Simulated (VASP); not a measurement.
Method: PBE GGA, VASP's PBE PAW potentials (set 64) (plane waves; VASP 6.6.1).

The input files of a VASP run:

File POSCAR:
```
AgCl
1
    0.0000000000     2.8545002627     2.8545002627
    2.8545002627     0.0000000000     2.8545002627
    2.8545002627     2.8545002627     0.0000000000
Ag Cl
1 1
Direct
  0.0000000000   0.0000000000   0.0000000000
  0.5000000000   0.5000000000   0.5000000000
```

KPOINTS:
```
Automatic mesh
0
gamma
 8 8 8
0 0 0
```

### INCAR
```
SYSTEM = AgCl
PREC = Accurate
ENCUT = 480
EDIFF = 1E-7
NELM = 100
ALGO = Normal
LREAL = .FALSE.
LASPH = .TRUE.
ISMEAR = 0
SIGMA = 0.05
GGA = PE
LMAXMIX = 4
LWAVE = .FALSE.
LCHARG = .FALSE.
ISIF = 2
IBRION = 2
NSW = 30
EDIFFG = -0.01
```

POTCAR, in this order: Ag Cl (PBE.64 set). Program: vasp_std.

Task: Predict the energy per atom (σ→0), pressure.

Result: 
| Quantity | Result |
|---|---|
| energy per atom (σ→0) | -2.693 eV/atom |
| pressure | -1.99 GPa |

OSZICAR:
```
...
DAV:   8    -0.538585262763E+01    0.59038E-03   -0.65914E-03   789   0.100E+00    0.264E-01
DAV:   9    -0.538588227997E+01   -0.29652E-04   -0.78787E-04   819   0.443E-01    0.574E-02
DAV:  10    -0.538597470086E+01   -0.92421E-04   -0.18560E-04   784   0.132E-01    0.372E-02
DAV:  11    -0.538597956752E+01   -0.48667E-05   -0.44698E-06   837   0.201E-02    0.484E-03
DAV:  12    -0.538597977173E+01   -0.20421E-06   -0.39497E-07   826   0.647E-03    0.557E-03
DAV:  13    -0.538597988164E+01   -0.10991E-06   -0.21388E-07   763   0.478E-03    0.661E-04
DAV:  14    -0.538597988722E+01   -0.55800E-08   -0.92650E-09   392   0.136E-03
   1 F= -.53859799E+01 E0= -.53859799E+01  d E =-.538598E+01
```

The compound is AgCl in the rock salt structure. This cell was strained or had an atom moved on purpose.
